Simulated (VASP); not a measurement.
Data:

```yaml
crystal:
  lattice:
    - [0.00000, 2.99282, 2.99282]
    - [2.99282, 0.00000, 2.99282]
    - [2.99282, 2.99282, 0.00000]
  atoms:
    - { symbol: Ga, position: [0.00000, 0.00000, 0.00000] }
    - { symbol: Sb, position: [0.25000, 0.25000, 0.25000] }
```

All values below come from r2SCAN+rVV10, VASP's PBE PAW potentials (set 64) (plane waves; VASP 6.6.1). Run with 520 eV cut-off, 8×8×8 Γ-centred mesh, Gaussian smearing of 0.050 eV, potentials Ga_d Sb.

Q: Give the stress tensor in GPa (positive for a compressed cell).

A: 
```
4.03  0.00  0.00
0.00  4.03  0.00
0.00  0.00  4.03
```
The pressure is its mean diagonal, 4.03 GPa.

The compound is GaSb in the zinc blende structure. This cell is one point of a volume scan, at 0.94 of the reference volume.
